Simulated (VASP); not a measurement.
# PtC18 in VASP: further runs, part 2 of 2

VASP 6.6.1. Earlier steps stand in the parts before.

### 3 Single point, PBEsol

INCAR reads:

```
  PREC = Accurate
  ENCUT = 520
  EDIFF = 1E-6
  ISMEAR = 0
  SIGMA = 0.05
  LREAL = Auto
  LASPH = T
  NELM = 80
  ALGO = Fast
  ISIF = 2
  LWAVE = F
  LCHARG = F
  GGA = PS
  NBANDS = 56
```

KPOINTS reads:

```
Automatic mesh
0
Gamma
  2 2 1
```

POSCAR reads:

```
PtC18
1.0
    7.3980000000      0.0000000000      0.0000000000
   -3.6990000000      6.4068560000      0.0000000000
    0.0000000000      0.0000000000     12.0000000000
C Pt
18 1
Direct
    0.0082498720      0.0047552185      0.0920458333
    0.2337503450      0.1153506494      0.0878400000
    0.0079270660      0.3354031993      0.0784770833
    0.2305108009      0.4463819696      0.0792600833
    0.0089764749      0.6669756586      0.0842259167
    0.2307773436      0.7796582286      0.0781499167
    0.3423973916      0.0007655861      0.0803962500
    0.5636239784      0.1133360887      0.0796570833
    0.3424284291      0.3360944900      0.0825466667
    0.5641722973      0.4472602475      0.0844001667
    0.3417222107      0.6677877574      0.0777806667
    0.5637990836      0.7797517222      0.0813688333
    0.6740704273      0.0015255533      0.0795479167
    0.8951244070      0.1160403792      0.0816194167
    0.6748929368      0.3349159088      0.0828305000
    0.8969364955      0.4472179490      0.0810814167
    0.6732625156      0.6669527144      0.0883593333
    0.8968530790      0.7781484397      0.0975147500
    0.0274028705      0.9599401017      0.2553975833
```

Potentials or basis: VASP PAW PBE potentials, release 64 (C, Pt).

Command:

```
$ cat potpaw_PBE.64/C/POTCAR potpaw_PBE.64/Pt/POTCAR > POTCAR
$ mpirun -np 1 vasp_std > vasp.out
```

OUTCAR:

```text
PREC = Accurate
   ENCUT = 520
   EDIFF = 1E-6
   ISMEAR = 0
   LREAL = Auto
   LASPH = T
   NELM = 80
   ISIF = 2
   GGA = PS

 ion  position               nearest neighbor table
   1  0.008  0.005  0.092-  14 1.44   2 1.45  18 1.45  19 2.00
   2  0.234  0.115  0.088-   9 1.42   7 1.43   1 1.45  19 2.44
   3  0.008  0.335  0.078-  14 1.41   4 1.43  16 1.43
   4  0.231  0.446  0.079-  11 1.42   9 1.42   3 1.43
   5  0.009  0.667  0.084-  16 1.41   6 1.42  18 1.44
   6  0.231  0.780  0.078-   7 1.42   5 1.42  11 1.43
   7  0.342  0.001  0.080-   6 1.42   8 1.42   2 1.43
   8  0.564  0.113  0.080-   7 1.42  15 1.42  13 1.42
   9  0.342  0.336  0.083-   2 1.42  10 1.42   4 1.42
  10  0.564  0.447  0.084-  17 1.41   9 1.42  15 1.43
  11  0.342  0.668  0.078-   4 1.42  12 1.42   6 1.43
  12  0.564  0.780  0.081-  13 1.42  11 1.42  17 1.43
  13  0.674  0.002  0.080-  14 1.42  12 1.42   8 1.42
  14  0.895  0.116  0.082-   3 1.41  13 1.42   1 1.44
  15  0.675  0.335  0.083-   8 1.42  16 1.42  10 1.43
  16  0.897  0.447  0.081-   5 1.41  15 1.42   3 1.43
  17  0.673  0.667  0.088-  10 1.41  12 1.43  18 1.44
  18  0.897  0.778  0.098-  17 1.44   5 1.44   1 1.45  19 2.24
  19  0.027  0.960  0.255-   1 2.00  18 2.24   2 2.44

  LATTYP: Found a hexagonal cell.
 ALAT       =     7.3980000000
 C/A-ratio  =     1.6220600162

  Lattice vectors:

 A1 = (   7.3980000000,   0.0000000000,   0.0000000000)
 A2 = (  -3.6990000000,   6.4068560000,   0.0000000000)
 A3 = (   0.0000000000,   0.0000000000,  12.0000000000)

Analysis of symmetry for initial positions (statically):
=====================================================================
 Subroutine PRICEL returns:
 Original cell was already a primitive cell.

 Routine SETGRP: Setting up the symmetry group for a
 hexagonal supercell.

 Subroutine GETGRP returns: Found  1 space group operations
 (whereof  1 operations were pure point group operations)
 out of a pool of 24 trial point group operations.
[... 153 lines left out ...]
   GGA     = PS    functional components
   LHFCALC =     F    Hartree Fock is set to
   AEXX    =    0.0000 exact exchange contribution
   IVDW    =     0    specifies the selected vdW correction
   LEPSILON=     F    determine dielectric tensor
   LRPA    =     F    only Hartree local field effects (RPA)
 non-spin polarized calculation
 RMM-DIIS sequential band-by-band and
 Gauss-broadening in eV      SIGMA  =   0.05
  energy-cutoff  :      520.00
  volume of cell :      568.78
 maximum number of plane-waves:     15363
 NGX is ok and might be reduce to    56
   NGX = 27   NGY = 27   NGZ = 45

 number of electron      82.0000000 magnetization

 Free energy of the ion-electron system (eV)
  ---------------------------------------------------
  ext. energy  EPLUGINS =         0.00000000
  ---------------------------------------------------
  free energy    TOTEN  =      -175.87316142 eV

  energy without entropy =     -175.87309990  energy(sigma->0) =     -175.87313066

 E-fermi :  -1.2152     XC(G=0):  -4.1812

 val. band max:       -1.3317784854   @ k =   0.0000   0.0000   0.0000
 cond. band min:      -1.0986489897   @ k =   0.0000   0.0000   0.0000
 fundamental gap:      0.2331294957
 Fermi energy:        -1.2152138422

 k-point     1 :       0.0000    0.0000    0.0000
  band No.  band energies     occupation
      1     -20.9654      2.00000
      2     -18.6762      2.00000
      3     -18.3809      2.00000
      4     -18.3464      2.00000
      5     -18.2815      2.00000
      6     -18.2569      2.00000
[... 213 lines left out ...]
     52       4.8507      0.00000
     53       4.9774      0.00000
 [bands above 53 left out]

------------------------ aborting loop because EDIFF is reached ----------------------------------------

  FORCE on cell =-STRESS in cart. coord.  units (eV):
  Direction    XX          YY          ZZ          XY          YZ          ZX
  --------------------------------------------------------------------------------------
  -------------------------------------------------------------------------------------
  Total        3.2154984     -1.1189545      0.0819689     -1.2223868     -0.5630986     -0.3226335
  in kB        9.0577085     -3.1519729      0.2308975     -3.4433305     -1.5861875     -0.9088233
  external PRESSURE =       2.0455444 kB  Pullay stress =       0.0000000 kB

 VOLUME and BASIS-vectors are now :
 -----------------------------------------------------------------------------
  energy-cutoff  :      520.00
  volume of cell :      568.78
      direct lattice vectors                 reciprocal lattice vectors
     7.398000000  0.000000000  0.000000000     0.135171668  0.078041398  0.000000000
    -3.699000000  6.406856000  0.000000000     0.000000000  0.156082796  0.000000000
     0.000000000  0.000000000 12.000000000     0.000000000  0.000000000  0.083333333

 POSITION                                       TOTAL-FORCE (eV/Angst)
 -----------------------------------------------------------------------------------
      0.04344      0.03047      1.10455        -0.022722      0.040303     -0.074253
      1.30260      0.73904      1.05408         0.019619      0.004017     -0.004798
     -1.18201      2.14888      0.94172         0.011476      0.016725      0.001660
      0.05415      2.85991      0.95112         0.011982      0.005765      0.017559
     -2.40073      4.27322      1.01071         0.002720      0.020007     -0.011389
     -1.17666      4.99516      0.93780         0.008781      0.012298     -0.001705
[... 11 lines left out ...]
      3.75655      4.98548      1.17018         0.015570     -0.015064     -0.028955
     -3.34809      6.15020      3.06477        -0.158212     -0.271300      0.088961
 -----------------------------------------------------------------------------------
    total drift:                               -0.031379     -0.021942      0.022323

  FREE ENERGIE OF THE ION-ELECTRON SYSTEM (eV)
  ---------------------------------------------------
  free  energy   TOTEN  =      -175.8731614233 eV

  energy  without entropy=     -175.8730999043  energy(sigma->0) =     -175.87313066
```

OSZICAR:

```text
N       E                     dE             d eps       ncg     rms          rms(c)
DAV:   1     0.653310120165E+03    0.65331E+03   -0.33324E+04   448   0.117E+03
DAV:   2    -0.871809432022E+02   -0.74049E+03   -0.70000E+03   640   0.279E+02
DAV:   3    -0.187571805751E+03   -0.10039E+03   -0.98837E+02   552   0.107E+02
[... 14 lines left out ...]
RMM:  18    -0.175873099265E+03   -0.15607E-03   -0.87606E-05   546   0.192E-02    0.819E-03
RMM:  19    -0.175873155240E+03   -0.55976E-04   -0.15478E-05   464   0.907E-03    0.218E-03
RMM:  20    -0.175873159097E+03   -0.38561E-05   -0.41375E-06   438   0.472E-03    0.923E-04
RMM:  21    -0.175873160740E+03   -0.16430E-05   -0.79266E-07   386   0.257E-03    0.352E-04
RMM:  22    -0.175873161423E+03   -0.68371E-06   -0.21830E-07   301   0.154E-03
   1 F= -.17587316E+03 E0= -.17587313E+03  d E =-.615191E-04
```

Run time: 7.8 min. Hardware: 1 thread of Intel Xeon Platinum 8375C at 2.90GHz (Ice Lake), shared host; peak memory 0.62 GiB.

What came out:

```yaml
Free_energy: -175.8732 eV
Largest_force: 0.326 eV/Å
Band_gap_on_the_k_mesh: 0.23 eV, direct
```

Forces on the atoms (eV/Å):
```
C   -0.023  0.040 -0.074
C    0.020  0.004 -0.005
C    0.011  0.017  0.002
C    0.012  0.006  0.018
C    0.003  0.020 -0.011
C    0.009  0.012 -0.002
C    0.006  0.014  0.007
C    0.017  0.014 -0.010
C   -0.007  0.030  0.008
C    0.023 -0.002  0.002
C    0.009  0.031  0.005
C    0.015  0.015  0.004
C    0.013  0.011 -0.005
C    0.017  0.004  0.002
C   -0.002  0.027 -0.006
C    0.013  0.013 -0.006
C    0.006  0.029  0.013
C    0.016 -0.015 -0.029
Pt  -0.158 -0.271  0.089
```

Caveat: the k mesh is coarse (spacing up to 0.49 Å⁻¹), so the values aren't converged; the PAW data sets were made with another functional, which shifts forces and pressure a little; spin-orbit coupling is left out, which moves the levels of the heavy elements.

### 4 Single point, PBEsol

INCAR reads:

```
SYSTEM = PtC18
ALGO = Fast
EDIFF = 1E-6
ENCUT = 520
GGA = PS
ISIF = 2
ISMEAR = 0
LASPH = .TRUE.
LCHARG = .FALSE.
LREAL = Auto
LWAVE = .FALSE.
NBANDS = 56
NELM = 60
PREC = Accurate
SIGMA = 0.05
```

KPOINTS reads:

```
k-points
0
G
  2 2 1
  0 0 0
```

POSCAR reads:

```
PtC18
1.0
    7.3980000000      0.0000000000      0.0000000000
   -3.6990000000      6.4068560000      0.0000000000
    0.0000000000      0.0000000000     12.0000000000
C Pt
18 1
Direct
    0.0032669073     -0.0021347444      0.1002498333
    0.2304812396      0.1103355530      0.0939312500
    0.0046620023      0.3317146507      0.0785593333
    0.2258743878      0.4430823793      0.0791528333
    0.0047397229      0.6646884213      0.0810926667
    0.2263052851      0.7748874019      0.0802725833
    0.3410906685     -0.0035004689      0.0832050833
    0.5601408398      0.1086601603      0.0789741667
    0.3409106651      0.3352249528      0.0845895000
    0.5606700353      0.4430010601      0.0798151667
    0.3383666439      0.6647024687      0.0790653333
    0.5598329694      0.7755902427      0.0822106667
    0.6722724334     -0.0021077421      0.0816285000
    0.8915594218      0.1097057590      0.0857393333
    0.6713592446      0.3313094597      0.0784310833
    0.8926231339      0.4422787089      0.0774191667
    0.6724456572      0.6654057778      0.0827080000
    0.8916883010      0.7738099623      0.0882915833
    0.1719221164      1.1149415564      0.2571633333
```

Command:

```
$ cat potpaw_PBE.64/C/POTCAR potpaw_PBE.64/Pt/POTCAR > POTCAR
$ mpirun -np 1 vasp_std > vasp.out
```

Run time: 8.3 min. Hardware: 1 thread of Intel Xeon Platinum 8375C at 2.90GHz (Ice Lake), shared host; peak memory 0.62 GiB.

Results (log left out):

| Item | Value |
| --- | --- |
| Free energy | -175.9093 eV |
| Largest force | 0.460 eV/Å |
| Band gap on the k mesh | 0.26 eV, direct |

Forces in eV/Å, atoms in the order of the input:
```
C   -0.008  0.010 -0.053
C    0.042  0.020 -0.095
C    0.013  0.019 -0.001
C    0.022  0.025 -0.001
C    0.009  0.019  0.022
C    0.012  0.030 -0.017
C   -0.011  0.021 -0.016
C    0.020  0.037 -0.003
C   -0.011  0.014  0.002
C    0.026  0.033  0.021
C    0.013  0.020 -0.009
C    0.017  0.019  0.000
C    0.006  0.024 -0.011
C    0.024  0.027 -0.024
C   -0.004  0.019  0.024
C    0.019  0.024  0.014
C    0.002  0.008  0.029
C    0.019  0.032  0.052
Pt  -0.212 -0.403  0.067
```

Levels at points of the mesh, in eV from the valence-band top:
```
           k point  band 39  band 40  band 41  band 42  band 43  band 44
(0.00, 0.00, 0.00)    -1.30    -0.27     0.00     0.26     0.47     0.91
(0.50, 0.00, 0.00)    -1.29    -1.06    -0.87     0.33     1.72     2.42
(0.00, 0.50, 0.00)    -1.42    -1.03    -0.87     0.45     1.74     2.42
(0.50, 0.50, 0.00)    -1.36    -0.99    -0.94     0.48     1.73     2.45
```

Caveat: the k mesh is coarse (spacing up to 0.49 Å⁻¹), so the values aren't converged; the PAW data sets were made with another functional, which shifts forces and pressure a little; spin-orbit coupling is left out, which moves the levels of the heavy elements.

### 5 Single point, PBEsol

INCAR reads:

```
  PREC = Accurate
  ENCUT = 520
  EDIFF = 1E-6
  ISMEAR = 0
  SIGMA = 0.05
  LREAL = Auto
  LASPH = T
  NELM = 100
  ALGO = Fast
  ISIF = 2
  LWAVE = F
  LCHARG = F
  GGA = PS
  NBANDS = 56
```

KPOINTS reads:

```
regular mesh
0
Gamma
  2 2 1
```

POSCAR reads:

```
PtC18
1.0
    7.3980000000      0.0000000000      0.0000000000
   -3.6990000000      6.4068560000      0.0000000000
    0.0000000000      0.0000000000     12.0000000000
C Pt
18 1
Direct
   -0.0000456247      0.0050052631      0.0849838333
    0.2241736695      0.1183527459      0.0980863333
    0.0033182723      0.3391799347      0.0801820833
    0.2258954751      0.4498150107      0.0804672500
    0.0028685158      0.6721652555      0.0796437500
    0.2249938855      0.7800153461      0.0851125833
    0.3383033755      0.0042534123      0.0982591667
    0.5625095457      0.1175532898      0.0850869167
    0.3375237677      0.3425755160      0.0850020000
    0.5596622278      0.4504101544      0.0796775833
    0.3365555721      0.6727259049      0.0805655000
    0.5591617774      0.7833833006      0.0803643333
    0.6697863505      0.0059717278      0.0805180833
    0.8926906055      0.1165907272      0.0804322500
    0.6703545336      0.3396687861      0.0796406667
    0.8927189098      0.4498014315      0.0781950833
    0.6698016398      0.6727630526      0.0782845833
    0.8921462235      0.7828807140      0.0796467500
    0.2811261562      1.0618170597      0.2583505833
```

Potentials or basis: VASP PAW PBE potentials, release 64 (C, Pt).

Command:

```
$ cat potpaw_PBE.64/C/POTCAR potpaw_PBE.64/Pt/POTCAR > POTCAR
$ mpirun -np 1 vasp_std > vasp.out
```

OUTCAR:

```text
PREC = Accurate
   ENCUT = 520
   EDIFF = 1E-6
   ISMEAR = 0
   LREAL = Auto
   LASPH = T
   NELM = 100
   ISIF = 2
   GGA = PS

 ion  position               nearest neighbor table
   1  1.000  0.005  0.085-  14 1.40  18 1.42   2 1.45
   2  0.224  0.118  0.098-   9 1.45   1 1.45   7 1.46  19 2.06
   3  0.003  0.339  0.080-  16 1.42   4 1.43  14 1.43
   4  0.226  0.450  0.080-   9 1.40   3 1.43  11 1.43
   5  0.003  0.672  0.080-  18 1.42  16 1.42   6 1.42
[... 453 lines left out ...]
  Total       -0.3003949      2.5071309      0.1607573      2.4117099     -0.0080228      0.0268557
  in kB       -0.8461798      7.0623146      0.4528357      6.7935240     -0.0225993      0.0756497
  external PRESSURE =       2.2229902 kB  Pullay stress =       0.0000000 kB

 VOLUME and BASIS-vectors are now :
 -----------------------------------------------------------------------------
  energy-cutoff  :      520.00
  volume of cell :      568.78
      direct lattice vectors                 reciprocal lattice vectors
     7.398000000  0.000000000  0.000000000     0.135171668  0.078041398  0.000000000
    -3.699000000  6.406856000  0.000000000     0.000000000  0.156082796  0.000000000
     0.000000000  0.000000000 12.000000000     0.000000000  0.000000000  0.083333333

 POSITION                                       TOTAL-FORCE (eV/Angst)
 -----------------------------------------------------------------------------------
      7.37915      0.03207      1.01981         0.017439     -0.008710     -0.005442
      1.22065      0.75827      1.17704        -0.035543      0.023419     -0.070091
     -1.23008      2.17308      0.96218         0.010397     -0.008542      0.008646
      0.00731      2.88190      0.96561        -0.003997      0.014828      0.000324
     -2.46512      4.30647      0.95573        -0.000991      0.000684     -0.000183
     -1.22077      4.99745      1.02135        -0.009253      0.007575     -0.002551
[... 11 lines left out ...]
      3.70422      5.01580      0.95576        -0.003997     -0.000915      0.007257
      1.85111      0.39605      3.10021         0.002050     -0.005562      0.142885
 -----------------------------------------------------------------------------------
    total drift:                                0.017355     -0.005855      0.027984

  FREE ENERGIE OF THE ION-ELECTRON SYSTEM (eV)
  ---------------------------------------------------
  free  energy   TOTEN  =      -176.0304231527 eV

  energy  without entropy=     -176.0304216743  energy(sigma->0) =     -176.03042241
```

Wall time 6.6 min (1 thread of Intel Xeon Platinum 8375C at 2.90GHz (Ice Lake), shared host); peak memory 0.62 GiB.

Results:

| Quantity | Value |
| --- | --- |
| Free energy | -176.0304 eV |
| Largest force | 0.143 eV/Å |
| Band gap on the k mesh | 0.30 eV, direct |

Forces on the atoms (eV/Å):
```
C    0.017 -0.009 -0.005
C   -0.036  0.023 -0.070
C    0.010 -0.009  0.009
C   -0.004  0.015  0.000
C   -0.001  0.001  0.000
C   -0.009  0.008 -0.003
C    0.045 -0.029 -0.080
C   -0.008 -0.001 -0.002
C    0.015 -0.007  0.000
C   -0.005  0.000 -0.001
C    0.012 -0.007  0.000
C   -0.008  0.007 -0.003
C    0.008 -0.001  0.005
C   -0.022  0.003  0.004
C    0.006 -0.002  0.002
C   -0.019  0.013  0.001
C    0.001  0.000 -0.006
C   -0.004 -0.001  0.007
Pt   0.002 -0.006  0.143
```

Levels at points of the mesh, in eV from the valence-band top:
| k point | band 37 | band 38 | band 39 | band 40 | band 41 | band 42 | band 43 | band 44 | band 45 | band 46 |
| --- | --- | --- | --- | --- | --- | --- | --- | --- | --- | --- |
| (0.00, 0.00, 0.00) | -1.59 | -1.23 | -1.23 | -0.28 | 0.00 | 0.30 | 0.57 | 1.00 | 3.73 | 4.10 |
| (0.50, 0.00, 0.00) | -1.53 | -1.42 | -1.41 | -1.00 | -0.90 | 0.55 | 1.78 | 2.53 | 2.57 | 2.57 |
| (0.00, 0.50, 0.00) | -1.53 | -1.42 | -1.41 | -1.00 | -0.90 | 0.55 | 1.78 | 2.53 | 2.57 | 2.57 |
| (0.50, 0.50, 0.00) | -1.53 | -1.44 | -1.10 | -1.08 | -0.91 | 0.37 | 1.80 | 2.47 | 2.55 | 2.58 |

Caveat: the k mesh is coarse (spacing up to 0.49 Å⁻¹), so the values aren't converged; the PAW data sets were made with another functional, which shifts forces and pressure a little; spin-orbit coupling is left out, which moves the levels of the heavy elements. Expect the measured gap to be larger: semilocal functionals such as PBEsol lack the derivative discontinuity.
